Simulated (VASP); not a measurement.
# Pressure and energy convergence of crystalline selenium with the plane-wave cutoff (VASP, PBE, 130 to 420 eV)

A selenium crystal whose cell and atoms are held fixed changes its calculated pressure by 8 GPa when only the plane-wave cutoff is altered. Nothing has been squeezed, so where does the pressure come from, and at which cutoff is it gone?

The problem is set for a selenium photoconductor layer whose stress is to be modelled. The cutoff may contribute at most 50 MPa to the pressure, 1 meV/atom to the energy and 10 meV/Å to any force. The lowest listed cutoff that meets all three limits is wanted. Pressure, energy and forces are calculated with PBE for the trigonal chain crystal, and each error is measured against the 420 eV run of the same crystal, not against experiment.

## Set-up

Single-point runs at fixed cell and atoms; within a crystal every other setting is the same. Program: VASP 6.6.1, plane waves and PAW (data sets made for PBE of release 64), scalar-relativistic without spin-orbit coupling, no spin polarisation. Cutoff 130 to 420 eV; on the k meshes the divisions times the cell-vector length are 24 Å or more. Occupations: Fermi-Dirac smearing of 0.05 eV. Times are rough, from shared x86 server processors. The same in all rows: PAW data sets by their labels: Se.

Notes on method and selection:

- A truncated basis gives a spurious tension (Pulay stress); the pressure converges more slowly than energy differences.
- The lowest cutoffs lie below the values recommended with the data sets and were run to show the error.
- The space group named is that of the cell as run, which can be lower than that of the source structure.
- Runs that did not converge, have known faults or may not be shown are not listed, and runs on Ansatz's PAW sets soft_1 and soft_2 are kept to separate tables.

Columns:

- cutoff (eV): plane-wave cutoff ENCUT.
- pressure error (GPa): pressure minus that of the run with the highest cutoff of the same crystal, compression positive.
- energy error (meV/atom): energy per atom, extrapolated to zero smearing as the program prints it, minus that of the run with the highest cutoff of the same crystal.
- force error (meV/Å): largest difference of the force on an atom against the run with the highest cutoff of the same crystal.
- cost (core-s): processor time of the run, shared machines, rough.

Input lines of one member:

```
PREC = Accurate
ENCUT = 130
EDIFF = 1E-06
NELM = 100
ISMEAR = -1
SIGMA = 0.05
LREAL = .FALSE.
ALGO = Normal
GGA = PE
NBANDS = 15
LORBIT = 11
ISIF = 2
```

Command (options for logging and memory left out): `vasp_std`

## Numbers

| member | cutoff (eV) | pressure error (GPa) | energy error (meV/atom) | force error (meV/Å) | cost (core-s) | remark |
| --- | --- | --- | --- | --- | --- | --- |
| 130 eV | 130 | −8.022 | −49.55 | 58.1 | 6.4 |  |
| 160 eV | 160 | −3.646 | 10.26 | 0.6 | 8.5 |  |
| 190 eV | 190 | −1.474 | 9.04 | 22.1 | 7.5 |  |
| 210 eV | 210 | −0.712 | 5.09 | 20.9 | 10 |  |
| 240 eV | 240 | −0.186 | 1.88 | 10.6 | 14 |  |
| 280 eV | 280 | 0.004 | 0.72 | 3.9 | 17 |  |
| 340 eV | 340 | 0.008 | 0.17 | 1.5 | 21 |  |
| 420 eV | 420 | 0.000 | 0.00 | 0.0 | 33 | entry of the Crystallography Open Database |

## The trend and its physics

The pressure error shrinks from −8.022 GPa at 130 eV to −0.186 GPa at 240 eV, and is 0.004 GPa at 280 eV. Between 160 and 190 eV the pressure rises by (3.646 − 1.474) / 30 = 0.072 GPa per eV of cutoff; between 210 and 240 eV by (0.712 − 0.186) / 30 = 0.018 GPa per eV. The energy error falls steadily from 160 eV upwards, from 10.26 to 1.88 meV/atom at 240 eV and 0.72 meV/atom at 280 eV.

The negative sign is that of Pulay stress. The stress is evaluated for a fixed set of plane waves. If the cell shrinks, the same waves reach a higher kinetic energy and describe the electrons better, so the energy drops and the crystal seems to pull inwards. With V the volume per atom and E the energy per atom,

Δp ≈ (2/3) (E_cut / V) dE/dE_cut.

The pressure thus follows the slope of the energy with cutoff, multiplied by the cutoff itself, and can be badly wrong while the energy looks nearly settled.

The printed energies look even better settled than this formula allows. With a rough V of 30 Å³ and 1 GPa Å³ = 6.24 meV, the error at 190 eV requires a slope of −1.474 × 30 × 6.24 × 1.5 / 190 = −2.2 meV/atom per eV. The table gives (5.09 − 9.04) / 20 = −0.20 between 190 and 210 eV, several times less even when the fall of the pressure error over that interval is allowed for. The reason is that VASP includes in its atomic reference energy an estimate of the free atom's kinetic-energy error at the chosen cutoff. This removes much of the basis error from the printed energy, while the stress receives no such correction.

## Where the trend breaks

The 130 eV run has an energy error of −49.55 meV/atom, whereas every other run below 420 eV lies above the reference. A smaller basis alone should raise the energy. The likely cause is that the atomic correction overshoots at so low a cutoff, where the PAW projections are also poorly represented. This run shows the size of the error and is unfit for production.

The force error of 0.6 meV/Å at 160 eV is smaller than the 1.5 meV/Å at 340 eV, yet it is no sign of convergence: at 190 eV the error is back at 22.1 meV/Å, and the pressure at 160 eV is still wrong by −3.646 GPa. Contributions to the force error probably happen to cancel there. From 190 eV upwards the force error falls from row to row, and those values can be used as a measure of convergence.

## What the accuracy costs

Going from 130 to 280 eV raises the processor time from 6.4 to 17 core-s, a factor of 17 / 6.4 = 2.7, and cuts the pressure error from −8.022 to 0.004 GPa. That is the worthwhile part of the expense. The run at 420 eV takes 33 core-s and changes the energy by only 0.72 meV/atom. All these times, and the ratios formed from them, are rough: the 190 eV run even came out faster than the 160 eV run.

The size of the basis plausibly accounts for most of the growth: the number of plane waves rises as E_cut^(3/2), which gives (420 / 130)^(3/2) = 5.8 over the whole series, near the observed 33 / 6.4 = 5.2. In larger cells the same choice of cutoff weighs more heavily in absolute time.

## Choosing a member

**Conversion.** Pressure errors become device units through 1 GPa = 1000 MPa. Their effect on a relaxed cell follows from ΔV/V ≈ Δp / B, with a bulk modulus B = 10 GPa assumed for a soft layer.

**Screening.** The runs from 130 to 210 eV fail on pressure, the best of them with −712 MPa. At 240 eV all three limits are missed: −186 MPa, 1.88 meV/atom and 10.6 meV/Å. The pressure error would shrink the relaxed volume by 0.186 / 10 = 0.019, or 1.9 %. At 280 eV the errors are 4 MPa, 0.72 meV/atom and 3.9 meV/Å, and the volume error is 0.004 / 10 = 0.0004, or 0.04 %. This run passes, as does the one at 340 eV.

**Error of the reference.** The 420 eV run has zero error only by definition. The change from 340 to 420 eV serves as an allowance for what it still lacks. Added to the errors at 280 eV, it gives 4 + 8 = 12 MPa, 0.72 + 0.17 = 0.89 meV/atom and 3.9 + 1.5 = 5.4 meV/Å. All three remain within the limits, the energy with the least room.

**Error of the functional.** Even at 420 eV the crystal is under a compressive pressure far above 50 MPa, so PBE would expand this cell. The limits therefore apply to the numerical part of the stress; the absolute stress of a real layer is not predicted to that accuracy.

**Pick.** 280 eV is the lowest listed cutoff that meets the brief. The runner-up is 340 eV, with 0.17 meV/atom and 1.5 meV/Å. It would take first place if the energy limit were tightened to 0.5 meV/atom or the force limit to 3 meV/Å. Relaxing the pressure limit alone would not bring 240 eV back, since its energy and force also fail.

## Summary

For this selenium crystal and PAW data set, the runs at 280 eV and above agree within 0.008 GPa and 0.72 meV/atom. Below that, a small energy error is no assurance of a sound pressure: at 210 eV the energy is within about 5 meV/atom while the pressure is off by −0.712 GPa.

The main omitted effect is dispersion attraction between the chains. As an order-of-magnitude expectation, it would lower the energy by roughly 0.1 eV/atom, more than the whole energy spread of the table, and lower the pressure by roughly 1 GPa or more, over a hundred times the pressure differences among the runs from 280 eV upwards. A higher cutoff does not supply it.

[Logs are printed without paths, hosts, clocks, repeated set-up lines and the standing remarks that a program may print on its own settings, such as how far it seeks lower states.]
